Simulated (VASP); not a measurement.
Input:

```xyz
5
Lattice="4.2626 0.0000 0.0000 -2.1313 3.6915 0.0000 0.0000 0.0000 7.0862" Properties=species:S:1:pos:R:3 pbc="T T T"
Sr     0.0000     0.0000     0.0000
Cd     0.0000     2.4610     4.5003
Cd     2.1313     1.2305     2.5858
P      2.1313     1.2305     5.3071
P      0.0000     2.4610     1.7791
```

Calculation: LDA (Ceperley-Alder, Perdew-Zunger), VASP's LDA PAW potentials (set 64) (plane waves; VASP). Settings: 400 eV cut-off, 7×7×4 Γ-centred mesh, tetrahedra with Blöchl corrections, potentials Sr_sv Cd P.

The cores are frozen, which limits the accuracy of field gradients.

Problem. Give the principal components of the electric field gradient (V/Å²) and the asymmetry η at each nucleus.

Solution. 
```
atom    Vxx    Vyy   Vzz     η
----  -----  -----  ----  ----
Sr1    -3.5   -3.5   7.1  0.00
Cd2   -15.0  -14.9  29.9  0.00
Cd3   -15.0  -14.9  29.9  0.00
P4      1.2    1.2  -2.4  0.00
P5      1.2    1.2  -2.4  0.00
```

The structure comes from a computed database's Cd2SrP2 entry (P-3m1); how it stands against other phases isn't given here. It was relaxed first, which changed the volume by -7 %.
